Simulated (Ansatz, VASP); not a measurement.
# GaB: VASP beside Ansatz

```
Ga B
1.0
     2.66275    0.00000    0.00000
     0.00000    2.66275    0.00000
     0.00000    0.00000    3.17015
Ga B
1 1
Direct
  0.50000 0.50000 0.50000
  0.00000 0.00000 0.00000
```

The cell was built by a generator and needn't be a form met in nature.

Alike in both runs: task single point; functional PBE; k mesh 10 × 10 × 8; occupations fermi-dirac, width 0.05 eV; no spin polarisation.

|  | VASP | Ansatz |
| --- | --- | --- |
| version | VASP 6.6.1 | Ansatz 0.2.0 |
| potentials or method | VASP PAW PBE potentials, release 64 (Ga_d, B) | Ansatz PAW |
| plane-wave cutoff (eV) | 520 | 420 |
| valence electrons in the cell | 16 | 16 |

```tsv
	VASP	Ansatz	Ansatz less VASP
gap on the k mesh at the Fermi level (eV)	none	none	-
pressure (GPa)	7.4	7.1	-0.26
largest component of the traceless stress (GPa)	0.62	0.62	-0.001
```

A gap of «none» marks a metal or a gap that the smearing closes.
